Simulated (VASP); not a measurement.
Method: PBEsol GGA, VASP's PBE PAW potentials (set 64) (plane waves; VASP).

VASP ran on this input.

File KPOINTS:
```
Automatic mesh
0
G
7 7 7
```

**INCAR**
```
ALGO = Normal
EDIFF = 1E-7
ENCUT = 520
GGA = PS
ISIF = 2
ISMEAR = 0
LASPH = .True.
LCHARG = .False.
LREAL = .False.
LWAVE = .False.
NELM = 100
PREC = Accurate
SIGMA = 0.05
SYSTEM = KCl
```

**POSCAR**
```
KCl
1
    0.0000000000     3.0934917577     3.0934917577
    3.0934917577     0.0000000000     3.0934917577
    3.0934917577     3.0934917577     0.0000000000
K Cl
1 1
Direct
  0.0000000000   0.0000000000   0.0000000000
  0.5000000000   0.5000000000   0.5000000000
```

POTCAR, in this order: K_sv Cl (PBE.64 set). Program: vasp_std.

What does the run give for the energy per atom (σ→0), band gap (on the k-mesh)?

| Item | Value |
|---|---|
| energy per atom (σ→0) | -3.510 eV/atom |
| band gap (on the k-mesh) | 5.19 eV |

### OSZICAR
```
...
DAV:   7    -0.700893789403E+01    0.12915E-01   -0.11048E-01   604   0.213E+00    0.162E+00
DAV:   8    -0.701849583284E+01   -0.95579E-02   -0.18002E-02   652   0.118E+00    0.191E-01
DAV:   9    -0.701897335700E+01   -0.47752E-03   -0.10179E-03   632   0.216E-01    0.929E-02
DAV:  10    -0.701951132894E+01   -0.53797E-03   -0.50664E-04   568   0.180E-01    0.152E-02
DAV:  11    -0.701952677744E+01   -0.15448E-04   -0.19509E-05   652   0.341E-02    0.103E-02
DAV:  12    -0.701952990286E+01   -0.31254E-05   -0.69768E-06   592   0.191E-02    0.368E-03
DAV:  13    -0.701952993209E+01   -0.29228E-07   -0.75819E-07   628   0.736E-03
   1 F= -.70195299E+01 E0= -.70195299E+01  d E =-.190353E-16
```

The compound is KCl in the rock salt structure. This cell is one point of a volume scan, at 0.97 of the reference volume.
